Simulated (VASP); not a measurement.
Wanted: the native input for a VASP 6.6.1 run.

* Task: band structure
* Functional: PBE
* Potentials or basis: VASP PAW PBE potentials, release 64 (Al, N_h)
* Cutoff: 900 eV
* k mesh: 12 × 12 × 6
* Occupations: gaussian, width 0.02 eV
* Spin: no spin polarisation
* Further INCAR settings: ALGO = Normal; EDIFF = 1e-07; NBANDS = 16

AlN:

```
CELL_PARAMETERS angstrom
3.12772 0.00000 0.00000
-1.56386 2.70868 0.00000
0.00000 0.00000 5.01426
ATOMIC_POSITIONS crystal
Al 0.33333 0.66667 0.99923
Al 0.66667 0.33333 0.49923
N 0.33333 0.66667 0.38077
N 0.66667 0.33333 0.88077
```

These files were run (other wordings do the same):

POSCAR

```
AlN                                     
1.0
    3.1277167838      0.0000000000      0.0000000000
   -1.5638583919      2.7086821886      0.0000000000
    0.0000000000      0.0000000000      5.0142576344
  Al              N             
     2     2
Direct
     0.3333333300000021    0.6666666699999979    0.9992324204323539
     0.6666666699999979    0.3333333300000021    0.4992324204323540
     0.3333333300000021    0.6666666699999979    0.3807675795676486
     0.6666666699999979    0.3333333300000021    0.8807675795676486
```

INCAR.step1

```
ALGO     = Normal         # electronic algorithm
EDIFF    = 1E-7           # SCF threshold, eV
ENCUT    = 900            # plane-wave cutoff, eV
GGA      = PE             # functional
ISIF     = 2              # what is computed and relaxed
ISMEAR   = 0              # smearing method
LASPH    = True           # aspherical terms in the spheres
LCHARG   = True           # write CHGCAR
LREAL    = False          # projectors in reciprocal space
LWAVE    = False          # write WAVECAR
NBANDS   = 16             # bands
NELM     = 80             # most SCF steps
PREC     = Accurate       # precision mode
SIGMA    = 0.02           # smearing width, eV
```

KPOINTS.step1

```
k-points
0
Gamma
  12 12 6
```

INCAR.step2

```
ALGO     = Normal         # electronic algorithm
EDIFF    = 1E-7           # SCF threshold, eV
ENCUT    = 900            # plane-wave cutoff, eV
GGA      = PE             # functional
ICHARG   = 11             # starting density
ISIF     = 2              # what is computed and relaxed
ISMEAR   = 0              # smearing method
LASPH    = True           # aspherical terms in the spheres
LCHARG   = False          # write CHGCAR
LREAL    = False          # projectors in reciprocal space
LWAVE    = False          # write WAVECAR
NBANDS   = 16             # bands
NELM     = 80             # most SCF steps
PREC     = Accurate       # precision mode
SIGMA    = 0.05           # smearing width, eV
```

KPOINTS.step2

```
path GMKGALHA,LM,KH
15
line-mode
reciprocal
 0.0000000000  0.0000000000  0.0000000000  G
 0.5000000000  0.0000000000  0.0000000000  M

 0.5000000000  0.0000000000  0.0000000000  M
 0.3333333333  0.3333333333  0.0000000000  K

 0.3333333333  0.3333333333  0.0000000000  K
 0.0000000000  0.0000000000  0.0000000000  G

 0.0000000000  0.0000000000  0.0000000000  G
 0.0000000000  0.0000000000  0.5000000000  A

 0.0000000000  0.0000000000  0.5000000000  A
 0.5000000000  0.0000000000  0.5000000000  L

 0.5000000000  0.0000000000  0.5000000000  L
 0.3333333333  0.3333333333  0.5000000000  H

 0.3333333333  0.3333333333  0.5000000000  H
 0.0000000000  0.0000000000  0.5000000000  A

 0.5000000000  0.0000000000  0.5000000000  L
 0.5000000000  0.0000000000  0.0000000000  M

 0.3333333333  0.3333333333  0.0000000000  K
 0.3333333333  0.3333333333  0.5000000000  H
```

Potentials or basis: VASP PAW PBE potentials, release 64 (Al, N_h).

Run with:

```sh
$ cat potpaw_PBE.64/Al/POTCAR potpaw_PBE.64/N_h/POTCAR > POTCAR
$ cp INCAR.step1 INCAR
$ cp KPOINTS.step1 KPOINTS
$ mpirun -np 1 vasp_std > vasp.out
$ cp INCAR.step2 INCAR
$ cp KPOINTS.step2 KPOINTS
$ mpirun -np 1 vasp_std > vasp.out
```

Results of the run:

The band gap on the k mesh is 4.07 eV, direct and the band gap along the path is 4.07 eV, direct.

Caveat: the log is that of the step along the path at fixed density, whose energy, stress, charges and moments have no meaning.

Wall time 110 s on 1 thread of AMD EPYC 9R45 96-Core Processor (Zen 5) (shared host), peak memory 0.28 GiB.
